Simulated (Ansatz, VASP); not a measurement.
# Pd (Pd wire along [111], 19 atoms a period): VASP beside Ansatz

One calculation is typed for both programs; each brings its own data sets. How far apart do they land? Of the first pair: The structure shown is the start of the Ansatz relaxation below; VASP solves that cell, so the two are compared at the walk's first step.

Method: plane waves, with VASP 6.6.1 beside it; single point at PBE, in Ansatz 0.2.0.

**1. The structure**

The cell holds 19 atoms: 19 Pd. Cell: a = 12.372 Å, b = 13.234 Å, c = 6.824 Å, α = 90.0°, β = 90.0°, γ = 90.0°. Vacuum lies along a and b. The structure's axis is c.

**2. Ansatz: relaxation, PBE**

Ansatz runs on its PAW soft_1 files.

The two programs are compared at the cell with which this relaxation starts, whose forces are those of its first step.

input.yaml reads:

```yaml
crystal:
  lattice:
    - [12.372, 0.0, 0.0]
    - [0.0, 13.234, 0.0]
    - [0.0, 0.0, 6.8242801818]
  atoms:
    - { symbol: Pd, position: [0.387407077, 0.317685441, 0.0] }
    - { symbol: Pd, position: [0.500000058, 0.499999738, 0.0] }
    - { symbol: Pd, position: [0.612593039, 0.317685441, 0.0] }
    - { symbol: Pd, position: [0.72518602, 0.499999738, 0.0] }
    - { symbol: Pd, position: [0.274814096, 0.621542602, 0.333333333] }
    - { symbol: Pd, position: [0.387407077, 0.439228306, 0.333333333] }
    - { symbol: Pd, position: [0.500000058, 0.621542602, 0.333333333] }
    - { symbol: Pd, position: [0.500000058, 0.256914009, 0.333333333] }
    - { symbol: Pd, position: [0.612593039, 0.439228306, 0.333333333] }
    - { symbol: Pd, position: [0.72518602, 0.621542602, 0.333333333] }
    - { symbol: Pd, position: [0.274814096, 0.378456874, 0.666666667] }
    - { symbol: Pd, position: [0.387407077, 0.56077117, 0.666666667] }
    - { symbol: Pd, position: [0.500000058, 0.378456874, 0.666666667] }
    - { symbol: Pd, position: [0.500000058, 0.743085466, 0.666666667] }
    - { symbol: Pd, position: [0.612593039, 0.56077117, 0.666666667] }
    - { symbol: Pd, position: [0.72518602, 0.378456874, 0.666666667] }
    - { symbol: Pd, position: [0.274814096, 0.499999738, 0.0] }
    - { symbol: Pd, position: [0.387407077, 0.682314034, 0.0] }
    - { symbol: Pd, position: [0.612593039, 0.682314034, 0.0] }
kpoints:
  mp_grid: { grid: [1, 1, 12] }
scf:
  occupations: { method: fermi_dirac, width: 0.05 }
hamiltonian:
  xc: pbe
  pseudopotentials: { kind: paw, azcp: { folder: soft_1 } }
relax:
  cell: { fix: [a, b, alpha, beta, gamma] }
  max_steps: 45
  f_tol: 0.03
```

Launch:

```
$ ansatz run input.yaml --threads 4 --pin off --max-ram 16384MiB --backend cpu --events-out ev --progress --plain --runs-dir out
```

Numbers of over 12 decimals in the logs are rounded to 6 here.

The log of the run:

```text
Engine: ansatz 0.2.0, aarch64-unknown-linux-gnu
Pseudopotentials: kind: paw
Pseudopotential: Pd, paw, valence charge 18, recommended cutoff 420 eV (normal), soft_1/Pd.paw.azcp
Functional definition: PBE
  parameter kappa = 0.804
  parameter beta = 0.066725
  exchange = pbe_x(kappa = kappa, mu = beta*pi^2/3)
  correlation = pbe_c(beta = beta)
Crystal: 19 atoms, lattice volume = 1117.347 Å³
Basis set: ecut = 420 eV, 21855 PW (Γ), exchange–correlation on 180×180×96 points (8 copies of the dense FFT grid, shifted against one another)
Bands: 206, of which v1, the nominal top of the filled ones, is band 171 counted from 1 (170 counted from 0)
Symmetry: 4 space group operations
Space group: P2/m (ITA 10), of the structure as read, at distance tolerance 1.0e-4 Å
k-points: 7 of 12
Non-local potential: Pd, projectors of the file, l = 0: 2, l = 1: 2, l = 2: 2, l = 3: 1
PAW form: soft (Blöchl's): semilocal exchange-correlation on the pseudo side does not see the compensation charge
PAW one-centre angular grid: Pd, 590 points (default); XC on 64 Gauss nodes
Initial density: superposition of atomic densities (neutral atoms: chi_scale 0, normalization atom)
Initial wavefunctions: pseudopotential atomic-orbital guess
Functional: x = pbe(κ = 0.804, μ = 0.219515), c = pbe(β = 0.066725)
SCF iter   1: F=—  HF=-132484.713313 eV  |F-HF|=—  |Δ(HF+E_count)|=         —  Δρ=7.97e-2  dr2=9.04e1  ethr=3.10e-3  ⟨swp⟩=6.6  Hψ=5203  notcnv=0  defer=71
preconditioner: auto → LDOS  [metal: Δε(μ)=0.018 eV  Ē_g=4.528 eV  σ=0.050 eV  W_gap=0.09  n_scr=212 (ndim 8)  ℏωp=15.3 eV  f_vac=0.641  D(μ)=55.05/eV (n_scr^D=504)  β→1.0]
SCF iter   2: F=—  HF=-132484.302487 eV  |F-HF|=—  |Δ(HF+E_count)|=   4.11e-1  Δρ=7.32e-2  dr2=7.30e1  ethr=3.10e-3  ⟨swp⟩=3.7  Hψ=3794  notcnv=0  defer=113
SCF iter   3: F=—  HF=-132468.296533 eV  |F-HF|=—  |Δ(HF+E_count)|=    1.60e1  Δρ=1.86e-2  dr2=6.16e0  ethr=3.10e-3  ⟨swp⟩=3.3  Hψ=3660  notcnv=0  defer=158
SCF iter   4: F=—  HF=-132468.358987 eV  |F-HF|=—  |Δ(HF+E_count)|=   6.25e-2  Δρ=9.22e-3  dr2=4.32e0  ethr=1.80e-3  ⟨swp⟩=2.9  Hψ=2388  notcnv=0  defer=146
SCF iter   5: F=—  HF=-132468.177991 eV  |F-HF|=—  |Δ(HF+E_count)|=   1.81e-1  Δρ=7.44e-3  dr2=1.44e0  ethr=1.26e-3  ⟨swp⟩=2.0  Hψ=1563  notcnv=0  defer=146
SCF iter   6: F=—  HF=-132468.134849 eV  |F-HF|=—  |Δ(HF+E_count)|=   4.31e-2  Δρ=3.57e-3  dr2=3.00e-1  ethr=4.22e-4  ⟨swp⟩=2.0  Hψ=1362  notcnv=0  defer=146
SCF iter   7: F=—  HF=-132468.129565 eV  |F-HF|=—  |Δ(HF+E_count)|=   5.28e-3  Δρ=1.93e-3  dr2=7.80e-2  ethr=8.76e-5  ⟨swp⟩=2.0  Hψ=2063  notcnv=0  defer=147
SCF iter   8: F=—  HF=-132468.132534 eV  |F-HF|=—  |Δ(HF+E_count)|=   2.97e-3  Δρ=1.17e-3  dr2=2.73e-2  ethr=2.28e-5  ⟨swp⟩=2.0  Hψ=1805  notcnv=0  defer=148
SCF iter   9: F=—  HF=-132468.131783 eV  |F-HF|=—  |Δ(HF+E_count)|=   7.52e-4  Δρ=6.97e-4  dr2=1.18e-2  ethr=7.97e-6  ⟨swp⟩=1.7  Hψ=1306  notcnv=0  defer=148
SCF iter  10: F=—  HF=-132468.131378 eV  |F-HF|=—  |Δ(HF+E_count)|=   4.05e-4  Δρ=4.84e-4  dr2=4.65e-3  ethr=3.46e-6  ⟨swp⟩=1.4  Hψ=1298  notcnv=0  defer=148
SCF iter  11: F=—  HF=-132468.131232 eV  |F-HF|=—  |Δ(HF+E_count)|=   1.46e-4  Δρ=1.63e-4  dr2=4.99e-4  ethr=1.36e-6  ⟨swp⟩=1.0  Hψ=1294  notcnv=0  defer=148
SCF iter  12: F=—  HF=-132468.131197 eV  |F-HF|=—  |Δ(HF+E_count)|=   3.52e-5  Δρ=4.13e-5  dr2=3.82e-5  ethr=1.46e-7  ⟨swp⟩=2.0  Hψ=1952  notcnv=0  defer=148
SCF iter  13: F=—  HF=-132468.131996 eV  |F-HF|=—  |Δ(HF+E_count)|=   7.99e-4  Δρ=2.94e-5  dr2=1.93e-5  ethr=1.12e-8  ⟨swp⟩=2.1  Hψ=1832  notcnv=0  defer=148
SCF iter  14: F=—  HF=-132468.131997 eV  |F-HF|=—  |Δ(HF+E_count)|=   6.34e-7  Δρ=1.78e-5  dr2=7.87e-6  ethr=5.65e-9  ⟨swp⟩=1.1  Hψ=1295  notcnv=0  defer=148
SCF iter  15: F=—  HF=-132468.131997 eV  |F-HF|=—  |Δ(HF+E_count)|=   1.46e-7  Δρ=1.00e-5  dr2=2.76e-6  ethr=2.30e-9  ⟨swp⟩=1.0  Hψ=1294  notcnv=0  defer=148
SCF iter  16: F=—  HF=-132468.131997 eV  |F-HF|=—  |Δ(HF+E_count)|=   6.45e-8  Δρ=4.06e-6  dr2=3.51e-7  ethr=8.08e-10  ⟨swp⟩=1.0  Hψ=1294  notcnv=0  defer=148
SCF iter  17: F=-132468.131997 eV  HF=-132468.131997 eV  |F-HF|=2.02e-8  |Δ(HF+E_count)|=   2.09e-8  Δρ=1.33e-6  dr2=3.31e-8  ethr=2.92e-11  ⟨swp⟩=4.0  Hψ=4583  notcnv=0
SCF 1 converged in 17 iterations: F = -132468.131997 eV  dr2 = 3.31e-8
  greatest PAW one-centre occupation: 0.999 electrons in one spin orbital (limit 2), on the Pd atom at site 15 (counted from 0), in its partial waves of l = 0
relax step   1: F+E_penalty+E_count = -132468.13199657 eV  Δ(F+E_penalty+E_count) = +0.000e0 eV  max|allowed force component| = 1.071e0 eV/Å  Δτ_max = 0.0000 Å  P = -2.154 GPa  Ω = 1117.347 Å³  fix = [a, b, alpha, beta, gamma]  reactions: a -1.730, b -1.775 GPa; alpha +0.002 GPa/rad  (17 SCF iters, dr2 threshold 1.00e-7 eV, accepted)
[...]
relax step   5: F+E_penalty+E_count = -132469.13457144 eV  Δ(F+E_penalty+E_count) = -1.082e-3 eV  max|allowed force component| = 6.349e-3 eV/Å  Δτ_max = 0.0051 Å  P = +0.014 GPa  Ω = 1087.675 Å³  energy of the carried Pulay correction = +2.759e-3 eV  fix = [a, b, alpha, beta, gamma]  reactions: a +0.030, b -0.006 GPa; alpha +0.000 GPa/rad  (10 SCF iters, dr2 threshold 8.26e-8 eV, accepted)
[...]
relax step   6: F+E_penalty+E_count = -132469.13046779 eV  Δ(F+E_penalty+E_count) = +4.104e-3 eV  max|allowed force component| = 6.072e-3 eV/Å  Δτ_max = 0.0000 Å  P = +0.022 GPa  Ω = 1087.675 Å³  fix = [a, b, alpha, beta, gamma]  reactions: a +0.035, b -0.001 GPa; alpha +0.000 GPa/rad  stress off target by 3.09e-2 GPa on what of the cell is left free  SCF on the basis re-selected at this cell (its energy is not comparable with the rows above)  (9 SCF iters)
basis re-selected at this cell: Δ(F+E_penalty+E_count) = +4.104e-3 eV, ΔP = +0.007 GPa vs the last step (what re-selecting the basis moved, of the pressure what is left beyond the Pulay correction that the steps carried, after the strain that the cell walked since its last selection, with what the two solves' SCF thresholds leave and, on support functions, any second-order correction that the steps lacked; it is no measure of the basis error at this ecutwfc). The dense FFT grid was sized anew with the basis: this SCF ran on 90×90×45 points, the steps before it on 90×90×48, so part of this shift can come from that change (see relax.cell in the input reference). [rest of the remark cut]
SCF converged after 9 iterations
Free energy (F): -132469.130468 eV
Harris-Foulkes:  -132469.130468 eV  (|F-HF|=1.16e-10)
Internal energy: -132468.719770 eV  (E = F + TS)
E sigma→0 (E₀):  -132468.925119 eV
Entropy (-TS):   -0.410698 eV (-21.616 meV/atom)
Fermi energy:    1.655420 eV
--- Per-component energies (eV) ---
  E_band       = -8633.033715
  E_kinetic    = 8537.215008
  E_local      = -209354.004029  (includes V_loc(G=0)·N_el)
  E_nonlocal   = 7061.768631
  E_hartree    = 98279.570704
  E_xc         = -2610.332854
  E_vxc        = -3297.094099  (∫ρ·V_xc dr)
  E_paw        = -72426.128102  (= ΣΔE_a)
  E_vpaw       = -8140.064542  (= ΣTr[D̂ρ^β])
  E_aug_tail   = 0.004382  (compensation charges beyond the density's cutoff)
  E_ewald      = 38043.186490
  E_smearing   = -0.410698  (= −TS)
  E_closure    = 0.000000  (closes the sum)
  Σ components = -132469.130468   (vs F -132469.130468, Δ=0.00e0)
--- Forces (eV/Å), atoms counted from 1 ---
  atom   1  Pd     0.00043727     0.00064194     0.00009997
  atom   2  Pd     0.00000000     0.00000000     0.00000000
  atom   3  Pd    -0.00043727     0.00064194     0.00009997
  atom   4  Pd    -0.00097193     0.00000000     0.00000000
  atom   5  Pd     0.00529549    -0.00295925     0.00003525
  atom   6  Pd     0.00185824     0.00091888     0.00313976
  atom   7  Pd     0.00000000    -0.00234514     0.00322039
  atom   8  Pd     0.00000000     0.00607190     0.00011687
  atom   9  Pd    -0.00185824     0.00091888     0.00313976
  atom  10  Pd    -0.00529549    -0.00295925     0.00003525
  atom  11  Pd     0.00529549     0.00295925    -0.00003525
  atom  12  Pd     0.00185824    -0.00091888    -0.00313976
  atom  13  Pd     0.00000000     0.00234514    -0.00322039
  atom  14  Pd     0.00000000    -0.00607190    -0.00011687
  atom  15  Pd    -0.00185824    -0.00091888    -0.00313976
  atom  16  Pd    -0.00529549     0.00295925    -0.00003525
  atom  17  Pd     0.00097193     0.00000000     0.00000000
  atom  18  Pd     0.00043727    -0.00064194    -0.00009997
  atom  19  Pd    -0.00043727    -0.00064194    -0.00009997
  max |Σ_I F_I| component: 1.14e-18 eV/Å
--- Stress (GPa, compression-positive) ---
        0.035022       0.000000       0.000000
        0.000000      -0.001145      -0.000208
        0.000000      -0.000208       0.030863
  P = ⅓ Tr σ = 0.0216 GPa (0.216 kbar)
--- Relaxed structure (5 steps of the walk, 5 accepted, 1 SCFs on fresh bases) ---
  F+E_penalty+E_count = -132469.13046779 eV   max|allowed force component| = 6.072e-3 eV/Å   (the final SCF, on the basis selected at the relaxed cell)
  cell:  # Å, volume = 1087.6753 Å³
    - [12.372, 0.0, 0.0]
    - [0.0, 13.234, 0]
    - [0.0, 0, 6.643061]
  atoms:
    - { symbol: Pd, position: [0.388354, 0.319236, 0.000164905] }
    - { symbol: Pd, position: [0.5, 0.5, 0] }
    - { symbol: Pd, position: [0.611646, 0.319236, 0.000164905] }
    - { symbol: Pd, position: [0.723185, 0.5, 0] }
    - { symbol: Pd, position: [0.286544, 0.615270, 0.330546] }
    - { symbol: Pd, position: [0.383819, 0.437310, 0.332312] }
    - { symbol: Pd, position: [0.5, 0.625342, 0.332139] }
    - { symbol: Pd, position: [0.5, 0.269534, 0.330815] }
    - { symbol: Pd, position: [0.616181, 0.437310, 0.332312] }
    - { symbol: Pd, position: [0.713456, 0.615270, 0.330546] }
    - { symbol: Pd, position: [0.286544, 0.384730, 0.669454] }
    - { symbol: Pd, position: [0.383819, 0.562690, 0.667688] }
    - { symbol: Pd, position: [0.5, 0.374658, 0.667861] }
    - { symbol: Pd, position: [0.5, 0.730466, 0.669185] }
    - { symbol: Pd, position: [0.616181, 0.562690, 0.667688] }
    - { symbol: Pd, position: [0.713456, 0.384730, 0.669454] }
    - { symbol: Pd, position: [0.276815, 0.5, 0] }
    - { symbol: Pd, position: [0.388354, 0.680764, -0.000164905] }
    - { symbol: Pd, position: [0.611646, 0.680764, -0.000164905] }
```

Reading the cycles: dr2 is the Hartree energy of the density residual (eV), the measure of convergence; HF is the Harris–Foulkes estimate of the energy, which meets the free energy F at convergence.

[end of part 1 of 3]

[Lines on the potential files, build, host, timing and source positions are cut from VASP's logs without a mark.]

[Logs are printed without paths, hosts, clocks, repeated set-up lines and the standing remarks that a program may print on its own settings, such as how far it seeks lower states.]

[Hosts, paths, dates, database ids (printed as entryN), source tags and the programs' standing remarks are cut or masked in the printed files.]
